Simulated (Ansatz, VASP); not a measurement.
# Cross-check of SnO2 (Cassiterite) between VASP and Ansatz, part 2 of 3

Wanted: the spread between two codes on one cell, functional and k mesh. The cell is taken from a series of runs on this material, whose earlier steps may have relaxed, scaled, displaced or heated it; both programs get it as it stands.

VASP 6.6.1 and Ansatz 0.2.0.

So far: The structure; VASP: zone-centre phonons, LDA.

**2. VASP: zone-centre phonons, LDA (continued)**

Level of this step: LDA; plane waves and PAW (Sn_d, O) (VASP).

From OUTCAR (step 2):

```text
ion  position               nearest neighbor table
   1  0.000  0.000  0.000-   3 2.05   5 2.05   4 2.06   6 2.06   4 2.06   6 2.06   2 3.70   2 3.70
                             2 3.70   2 3.70   2 3.70   2 3.70   2 3.70   2 3.70
   2  0.500  0.500  0.500-   4 2.05   6 2.05   5 2.06   3 2.06   3 2.06   5 2.06   1 3.70   1 3.70
                             1 3.70   1 3.70   1 3.70   1 3.70   1 3.70   1 3.70
   3  0.306  0.306  0.000-   1 2.05   2 2.06   2 2.06
   4  0.194  0.806  0.500-   2 2.05   1 2.06   1 2.06
   5  0.694  0.694  0.000-   1 2.05   2 2.06   2 2.06
   6  0.806  0.194  0.500-   2 2.05   1 2.06   1 2.06

  LATTYP: Found a simple tetragonal cell.
 ALAT       =     4.7241812685
 C/A-ratio  =     0.6763950770

 Subroutine GETGRP returns: Found 16 space group operations
 (whereof  8 operations were pure point group operations)

The static configuration has the point symmetry D_2h.
 The point group associated with its full space group is D_4h.

 Found     50 irreducible k-points:

   k-points           NKPTS =     50   k-points in BZ     NKDIM =     50   number of bands    NBANDS=     32

   dimension x,y,z NGX =    40 NGY =   40 NGZ =   28
   dimension x,y,z NGXF=    80 NGYF=   80 NGZF=   56

   ENCUT  =  600.0 eV  44.10 Ry    6.64 a.u.   9.44  9.44  6.38*2*pi/ulx,y,z

   NELECT =      52.0000    total number of electrons

 k-points in reciprocal lattice and weights: Automatic mesh
   0.00000000  0.00000000  0.00000000       0.003
   0.16666667  0.00000000  0.00000000       0.014
   0.33333333  0.00000000  0.00000000       0.014
   0.50000000  0.00000000  0.00000000       0.007
   0.16666667  0.16666667  0.00000000       0.014
   0.33333333  0.16666667  0.00000000       0.028
   0.50000000  0.16666667  0.00000000       0.014
   0.33333333  0.33333333  0.00000000       0.014
   0.50000000  0.33333333  0.00000000       0.014
[...]
0.50000000  0.33333333  0.50000000       0.014
   0.50000000  0.50000000  0.50000000       0.003

 average (electrostatic) potential at core
       1 -99.1692       2 -99.1692       3 -68.9615       4 -68.9615       5 -68.9615
       6 -68.9615

 Eigenvectors and eigenvalues of the dynamical matrix
 ----------------------------------------------------

   1 f  =   22.728250 THz   142.805805 2PiTHz  758.132804 cm-1    93.996446 meV
             X         Y         Z           dx          dy          dz
      0.000000  0.000000  0.000000     0.000000   -0.000000    0.000000
      2.362091  2.362091  1.597706     0.000000   -0.000000   -0.000000
      1.446614  1.446614  0.000000     0.353553    0.353553    0.000000
      0.915476  3.808705  1.597706     0.353553   -0.353553    0.000000
      3.277567  3.277567  0.000000    -0.353553   -0.353553   -0.000000
      3.808705  0.915476  1.597706    -0.353553    0.353553    0.000000

   2 f  =   18.890529 THz   118.692696 2PiTHz  630.120231 cm-1    78.124917 meV
             X         Y         Z           dx          dy          dz
      0.000000  0.000000  0.000000     0.000000   -0.000000   -0.000000
      2.362091  2.362091  1.597706     0.000000   -0.000000   -0.000000
      1.446614  1.446614  0.000000     0.353553    0.353553    0.000000
      0.915476  3.808705  1.597706    -0.353553    0.353553    0.000000
      3.277567  3.277567  0.000000    -0.353553   -0.353553    0.000000
      3.808705  0.915476  1.597706     0.353553   -0.353553   -0.000000

   3 f  =   18.031437 THz   113.294863 2PiTHz  601.464012 cm-1    74.572000 meV
             X         Y         Z           dx          dy          dz
      0.000000  0.000000  0.000000    -0.130740   -0.099775    0.000000
      2.362091  2.362091  1.597706    -0.170534   -0.148135    0.000000
      1.446614  1.446614  0.000000     0.459166    0.477562    0.000000
      0.915476  3.808705  1.597706    -0.049151   -0.140172   -0.000000
      3.277567  3.277567  0.000000     0.459166    0.477562   -0.000000
      3.808705  0.915476  1.597706    -0.049151   -0.140172    0.000000

   4 f  =   18.031437 THz   113.294863 2PiTHz  601.464012 cm-1    74.572000 meV
             X         Y         Z           dx          dy          dz
      0.000000  0.000000  0.000000     0.148135   -0.170534   -0.000000
      2.362091  2.362091  1.597706     0.099775   -0.130740    0.000000
      1.446614  1.446614  0.000000     0.140172   -0.049151   -0.000000
      0.915476  3.808705  1.597706    -0.477562    0.459166    0.000000
      3.277567  3.277567  0.000000     0.140172   -0.049151   -0.000000
      3.808705  0.915476  1.597706    -0.477562    0.459166    0.000000

   5 f  =   16.882594 THz   106.076469 2PiTHz  563.142730 cm-1    69.820768 meV
             X         Y         Z           dx          dy          dz
      0.000000  0.000000  0.000000    -0.000000    0.000000   -0.207095
      2.362091  2.362091  1.597706    -0.000000    0.000000    0.207095
      1.446614  1.446614  0.000000    -0.000000    0.000000   -0.478075
      0.915476  3.808705  1.597706     0.000000   -0.000000    0.478075
      3.277567  3.277567  0.000000    -0.000000   -0.000000   -0.478075
      3.808705  0.915476  1.597706     0.000000   -0.000000    0.478075

   6 f  =   14.084861 THz    88.497793 2PiTHz  469.820398 cm-1    58.250279 meV
             X         Y         Z           dx          dy          dz
      0.000000  0.000000  0.000000     0.000000   -0.000000    0.000000
      2.362091  2.362091  1.597706     0.000000    0.000000    0.000000
      1.446614  1.446614  0.000000     0.000000   -0.000000   -0.002478
      0.915476  3.808705  1.597706     0.000000    0.000000   -0.707102
      3.277567  3.277567  0.000000    -0.000000    0.000000    0.002478
      3.808705  0.915476  1.597706    -0.000000    0.000000    0.707102

   7 f  =   14.084861 THz    88.497793 2PiTHz  469.820398 cm-1    58.250279 meV
             X         Y         Z           dx          dy          dz
      0.000000  0.000000  0.000000     0.000000    0.000000    0.000000
      2.362091  2.362091  1.597706     0.000000   -0.000000   -0.000000
      1.446614  1.446614  0.000000    -0.000000   -0.000000    0.707102
      0.915476  3.808705  1.597706     0.000000    0.000000   -0.002478
      3.277567  3.277567  0.000000    -0.000000    0.000000   -0.707102
      3.808705  0.915476  1.597706     0.000000    0.000000    0.002478

   8 f  =   13.945251 THz    87.620599 2PiTHz  465.163518 cm-1    57.672900 meV
             X         Y         Z           dx          dy          dz
      0.000000  0.000000  0.000000    -0.000000   -0.000000   -0.326054
      2.362091  2.362091  1.597706    -0.000000   -0.000000   -0.326054
      1.446614  1.446614  0.000000    -0.000000    0.000000    0.443672
      0.915476  3.808705  1.597706    -0.000000   -0.000000    0.443672
      3.277567  3.277567  0.000000     0.000000   -0.000000    0.443672
      3.808705  0.915476  1.597706     0.000000    0.000000    0.443672

   9 f  =   10.458497 THz    65.712676 2PiTHz  348.857918 cm-1    43.252850 meV
             X         Y         Z           dx          dy          dz
      0.000000  0.000000  0.000000     0.000000   -0.000000   -0.000000
      2.362091  2.362091  1.597706     0.000000    0.000000    0.000000
      1.446614  1.446614  0.000000    -0.353553    0.353553   -0.000000
      0.915476  3.808705  1.597706    -0.353553   -0.353553   -0.000000
      3.277567  3.277567  0.000000     0.353553   -0.353553   -0.000000
      3.808705  0.915476  1.597706     0.353553    0.353553   -0.000000

  10 f  =    8.460848 THz    53.161074 2PiTHz  282.223501 cm-1    34.991239 meV
             X         Y         Z           dx          dy          dz
      0.000000  0.000000  0.000000     0.567958   -0.214187    0.000000
      2.362091  2.362091  1.597706    -0.644128    0.371754    0.000000
      1.446614  1.446614  0.000000     0.118326   -0.139257    0.000000
      0.915476  3.808705  1.597706    -0.014798   -0.074902   -0.000000
      3.277567  3.277567  0.000000     0.118326   -0.139257   -0.000000
      3.808705  0.915476  1.597706    -0.014798   -0.074902    0.000000

  11 f  =    8.460848 THz    53.161074 2PiTHz  282.223501 cm-1    34.991239 meV
             X         Y         Z           dx          dy          dz
      0.000000  0.000000  0.000000    -0.371754   -0.644128   -0.000000
      2.362091  2.362091  1.597706     0.214187    0.567958    0.000000
      1.446614  1.446614  0.000000     0.074902   -0.014798    0.000000
      0.915476  3.808705  1.597706     0.139257    0.118326   -0.000000
      3.277567  3.277567  0.000000     0.074902   -0.014798   -0.000000
      3.808705  0.915476  1.597706     0.139257    0.118326   -0.000000

  12 f  =    6.723828 THz    42.247055 2PiTHz  224.282749 cm-1    27.807504 meV
             X         Y         Z           dx          dy          dz
      0.000000  0.000000  0.000000     0.323321   -0.326906    0.000000
      2.362091  2.362091  1.597706    -0.002252   -0.048337   -0.000000
      1.446614  1.446614  0.000000    -0.438522    0.443342   -0.000000
      0.915476  3.808705  1.597706     0.003324    0.065287    0.000000
      3.277567  3.277567  0.000000    -0.438522    0.443342    0.000000
      3.808705  0.915476  1.597706     0.003324    0.065287    0.000000

  13 f  =    6.723828 THz    42.247055 2PiTHz  224.282749 cm-1    27.807504 meV
             X         Y         Z           dx          dy          dz
      0.000000  0.000000  0.000000     0.048337   -0.002252    0.000000
      2.362091  2.362091  1.597706     0.326906    0.323321   -0.000000
      1.446614  1.446614  0.000000    -0.065287    0.003324   -0.000000
      0.915476  3.808705  1.597706    -0.443342   -0.438522    0.000000
      3.277567  3.277567  0.000000    -0.065287    0.003324    0.000000
      3.808705  0.915476  1.597706    -0.443342   -0.438522    0.000000
    [... 43 further lines ...]
      3.277567  3.277567  0.000000     0.095141    0.210147    0.000000
      3.808705  0.915476  1.597706     0.095820    0.210456    0.000000

 MACROSCOPIC STATIC DIELECTRIC TENSOR IONIC CONTRIBUTION
 ------------------------------------------------------
           8.330195    -0.000000    -0.000000
          -0.000000     8.330195    -0.000000
          -0.000000    -0.000000     5.039035
 ------------------------------------------------------

 ELASTIC MODULI CONTR FROM IONIC RELAXATION (kBar)
 Direction    XX          YY          ZZ          XY          YZ          ZX
 --------------------------------------------------------------------------------
 XX         -60.3029     46.4919    -38.6950      0.0000      0.0000      0.0000
 YY          46.4919    -60.3029    -38.6950      0.0000     -0.0000     -0.0000
 ZZ         -38.6950    -38.6950   -216.8281      0.0000      0.0000      0.0000
 XY          -0.0000     -0.0000      0.0000    -27.3391     -0.0000      0.0000
 YZ           0.0000     -0.0000      0.0000     -0.0000   -202.3550     -0.0000
 ZX           0.0000     -0.0000      0.0000      0.0000     -0.0000   -245.4893
 --------------------------------------------------------------------------------

 PIEZOELECTRIC TENSOR IONIC CONTR  for field in x, y, z        (C/m^2)
          XX          YY          ZZ          XY          YZ          ZX
  --------------------------------------------------------------------------------
  x    -0.00000    -0.00000    -0.00000    -0.00000    -0.00000    -0.00000
  y    -0.00000    -0.00000    -0.00000    -0.00000     0.00000     0.00000
  z     0.00000    -0.00000    -0.00000    -0.00000    -0.00000    -0.00000
```

The dielectric response converges more slowly with the mesh than energies do, so tensor and charges may still move on a finer one.

[end of part 2 of 3]

[Lines on the potential files, build, host, timing and source positions are cut from VASP's logs without a mark.]

[Logs are printed without paths, hosts, clocks, repeated set-up lines and the standing remarks that a program may print on its own settings, such as how far it seeks lower states.]

[Hosts, paths, dates, database ids (printed as entryN), source tags and the programs' standing remarks are cut or masked in the printed files.]
